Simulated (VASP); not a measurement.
Method: PBEsol GGA with spin-orbit coupling, VASP's PBE PAW potentials (set 64) (plane waves; VASP).

The input files of a VASP run:

**POSCAR**
```
PbF2
4.1683270
  0.0000000000   0.7071068340   0.7071068340
  0.7071068340   0.0000000000   0.7071068340
  0.7071068340   0.7071068340   0.0000000000
Pb F
1 2
Cartesian
  0.7071068340   0.7071068340   0.0000000000
  0.3535534170   0.3535534170   0.3535534170
  1.0606602509   1.0606602509   1.0606602509
```

### KPOINTS_OPT
```
k-points along high-symmetry lines
8
Line-mode
Reciprocal
  0.000000   0.000000   0.000000 ! GAMMA
  0.500000   0.000000   0.500000 ! X

  0.500000   0.000000   0.500000 ! X
  0.625000   0.250000   0.625000 ! U

  0.375000   0.375000   0.750000 ! K
  0.000000   0.000000   0.000000 ! GAMMA

  0.000000   0.000000   0.000000 ! GAMMA
  0.500000   0.500000   0.500000 ! L

  0.500000   0.500000   0.500000 ! L
  0.500000   0.250000   0.750000 ! W

  0.500000   0.250000   0.750000 ! W
  0.500000   0.000000   0.500000 ! X
```

KPOINTS:
```
Automatic
0
G
  6 6 6
0 0 0
```

INCAR:
```
ENCUT  =  520   ! plane-wave cut-off (eV)
ALGO  =  Normal   ! blocked Davidson
EDIFF  =  1E-6   ! SCF stop (eV)
LASPH  =  .TRUE.   ! aspherical one-centre terms
LREAL  =  .FALSE.   ! projection in real space or not
ISMEAR  =  0   ! Gaussian
LSORBIT  =  .TRUE.
LCHARG  =  .FALSE.
NELM  =  100   ! most electronic steps
SIGMA  =  0.05
GGA_COMPAT  =  .FALSE.
MAGMOM  =  9*0
GGA  =  PS
LMAXMIX  =  4
SYSTEM  =  PbF2
LWAVE  =  .FALSE.
PREC  =  Accurate
```

POTCAR, in this order: Pb_d F (PBE.64 set). Program: vasp_ncl.

Output of the run:

### OSZICAR
```
       N       E                     dE             d eps       ncg     rms          rms(c)
DAV:   1     0.380909866664E+03    0.38091E+03   -0.14045E+04  1152   0.182E+03
DAV:   2     0.401933527385E+02   -0.34072E+03   -0.32630E+03  1248   0.516E+02
DAV:   3    -0.140311808675E+02   -0.54225E+02   -0.52835E+02  1364   0.225E+02
DAV:   4    -0.166965118434E+02   -0.26653E+01   -0.26520E+01  1380   0.527E+01
DAV:   5    -0.167798014614E+02   -0.83290E-01   -0.83256E-01  1444   0.957E+00    0.705E+00
DAV:   6    -0.152310094186E+02    0.15488E+01   -0.55523E+00  1648   0.253E+01    0.258E+00
DAV:   7    -0.152215194439E+02    0.94900E-02   -0.42141E-01  1220   0.473E+00    0.147E+00
DAV:   8    -0.152154085658E+02    0.61109E-02   -0.93445E-02  1172   0.381E+00    0.486E-01
DAV:   9    -0.152130104044E+02    0.23982E-02   -0.13606E-02  1612   0.117E+00    0.117E-01
DAV:  10    -0.152138457971E+02   -0.83539E-03   -0.92359E-04  1204   0.263E-01    0.825E-02
DAV:  11    -0.152143487302E+02   -0.50293E-03   -0.40326E-04  1192   0.228E-01    0.144E-02
DAV:  12    -0.152143675252E+02   -0.18795E-04   -0.34486E-05  1292   0.683E-02    0.105E-02
DAV:  13    -0.152143742377E+02   -0.67125E-05   -0.14994E-05  1344   0.469E-02    0.372E-03
DAV:  14    -0.152143741784E+02    0.59273E-07   -0.13752E-06   984   0.223E-02
   1 F= -.15214374E+02 E0= -.15214374E+02  d E =-.143817E-10  mag=     0.0000     0.0000     0.0000
       N       E                     dE             ncg
       N       E                     dE             ncg
       N       E                     dE             ncg
```

**OUTCAR**
```
------------------------ aborting loop because EDIFF is reached ----------------------------------------
  FORCE on cell =-STRESS in cart. coord.  units (eV):
  Direction    XX          YY          ZZ          XY          YZ          ZX
  --------------------------------------------------------------------------------------
  Total       -0.0571893     -0.0571893     -0.0571893      0.0000000      0.0000000     -0.0000000
  in kB       -1.7891822     -1.7891822     -1.7891822      0.0000000      0.0000000     -0.0000000
  external PRESSURE =      -1.7891822 kB  Pullay stress =       0.0000000 kB
  volume of cell :       51.21
      direct lattice vectors                 reciprocal lattice vectors
     0.000000000  2.947452508  2.947452508    -0.169638017  0.169638017  0.169638017
     2.947452508  0.000000000  2.947452508     0.169638017 -0.169638017  0.169638017
     2.947452508  2.947452508  0.000000000     0.169638017  0.169638017 -0.169638017
 POSITION                                       TOTAL-FORCE (eV/Angst)
 -----------------------------------------------------------------------------------
      0.00000      0.00000      0.00000         0.000000     -0.000000     -0.000000
      1.47373      1.47373      1.47373         0.000000      0.000000      0.000000
      4.42118      4.42118      4.42118        -0.000000     -0.000000     -0.000000
 -----------------------------------------------------------------------------------
    total drift:                               -0.000000     -0.000000     -0.000000
  FREE ENERGIE OF THE ION-ELECTRON SYSTEM (eV)
  ---------------------------------------------------
  free  energy   TOTEN  =       -15.2143741784 eV

  energy  without entropy=      -15.2143741784  energy(sigma->0) =      -15.21437418

 Ion:    1  E_soc:     -0.5664351

 Ion:    2  E_soc:     -0.0009567

 Ion:    3  E_soc:     -0.0009567
```
(Selected blocks of OUTCAR.)

The compound is PbF2 in the fluorite structure, the β form. It was relaxed first.
